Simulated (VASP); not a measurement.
Input:

```yaml
crystal:
  lattice:
    - [-2.88265, 2.88265, 5.75462]
    - [2.88265, -2.88265, 5.75462]
    - [2.88265, 2.88265, -5.75462]
  atoms:
    - { symbol: Cu, position: [0.00000, 0.00000, 0.00000] }
    - { symbol: Cu, position: [0.75000, 0.25000, 0.50000] }
    - { symbol: Zn, position: [0.25000, 0.75000, 0.50000] }
    - { symbol: Sn, position: [0.50000, 0.50000, 0.00000] }
    - { symbol: Se, position: [0.63821, 0.62929, 0.52800] }
    - { symbol: Se, position: [0.10129, 0.11021, 0.47200] }
    - { symbol: Se, position: [0.37071, 0.89871, 0.00892] }
    - { symbol: Se, position: [0.88979, 0.36179, 0.99108] }
```

Method: PBE GGA, VASP's PBE PAW potentials (set 64) (plane waves; VASP). Run with 400 eV cut-off, 5×5×5 Γ-centred mesh, Gaussian smearing of 0.050 eV, potentials Cu Zn Sn_d Se.

Unless said otherwise, spin-orbit coupling is left out, though it shifts the bands of the heavy elements here.

### Question
Estimate the energy per atom (σ→0), band gap (on the k-mesh) with the smallest direct gap where there is one.

### Answer

```yaml
band gap (on the k-mesh): 0.03 eV
smallest direct gap (on the k-mesh): 0.03 eV
energy per atom (σ→0): -3.699 eV/atom
```

The absolute energy has meaning only against runs of the same code, potentials and settings.

The structure was generated: ZnCu2SnSe4 was put into the kesterite type (I-4), a phase also known from measurement. It was relaxed first.
